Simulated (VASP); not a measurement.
Here is the system:

```yaml
crystal:
  lattice:
    - [4.18725, 0.00000, 0.00000]
    - [-2.09363, 3.62627, 0.00000]
    - [0.00000, 0.00000, 4.81298]
  atoms:
    - { symbol: Ti, position: [0.33333, 0.66667, 0.93749] }
    - { symbol: Ti, position: [0.66667, 0.33333, 0.43749] }
    - { symbol: P, position: [0.33333, 0.66667, 0.43751] }
    - { symbol: P, position: [0.66667, 0.33333, 0.93751] }
```

Method: PBEsol GGA, VASP's PBE PAW potentials (set 64) (plane waves; VASP). Numerical set-up: 400 eV cut-off, 10×10×7 Γ-centred mesh, tetrahedra with Blöchl corrections, potentials Ti_sv P.

Problem. Predict the energy per atom (σ→0), band gap (on the k-mesh) with the smallest direct gap where there is one.

Solution. 
```
Property                                                    Result
------------------------  ----------------------------------------
band gap (on the k-mesh)  none (metal, semimetal or under 0.01 eV)
energy per atom (σ→0)                               -7.978 eV/atom
```

The structure was generated: TiP was put into the wurtzite type (P6_3mc), which need not be its known phase. It was relaxed first, which changed the volume by -38 %. The relaxed cell has space group P6_3/mmc.
